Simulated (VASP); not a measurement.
Computed with PBE GGA, VASP's PBE PAW potentials (set 64) (plane waves; VASP).

The input files of a VASP run:

### INCAR
```
! general
SYSTEM =Au
PREC   =Accurate
ENCUT  =400
LREAL  =.FALSE.
LASPH  =.TRUE.
ADDGRID=.TRUE.

! electronic loop
EDIFF  =1E-6
NELM   =100
ALGO   =Normal
LMAXMIX=6

! smearing
ISMEAR =1
SIGMA  =0.1

! functional
GGA    =PE

! ions
ISIF   =2

! output
LWAVE  =.FALSE.
LCHARG =.FALSE.
```

File KPOINTS:
```
Automatic mesh
0
Gamma
14 14 14
0 0 0
```

### POSCAR
```
Au
2.8849960
  0.0000000000   0.7071066996   0.7071066996
  0.7071066996   0.0000000000   0.7071066996
  0.7071066996   0.7071066996   0.0000000000
Au
1
Cartesian
  0.0000000000   0.0000000000   0.0000000000
```

POTCAR, in this order: Au (PBE.64 set). Program: vasp_std.

**Question.** What will the output report for the number of irreducible k-points (NKPTS), number of bands (NBANDS), largest plane-wave count, number of space-group operations, FFT grid (NGX, NGY, NGZ)?

**Answer.** 
| Item | Result |
|---|---|
| number of irreducible k-points (NKPTS) | 104 |
| number of bands (NBANDS) | 9 |
| largest plane-wave count | 331 |
| number of space-group operations | 48 |
| FFT grid (NGX, NGY, NGZ) | 20 × 20 × 20 |

The compound is Au in the fcc structure. The cell was not relaxed at this level. The run is one of a series of settings (ADDGRID = .TRUE. against the base run), some of them coarse on purpose.
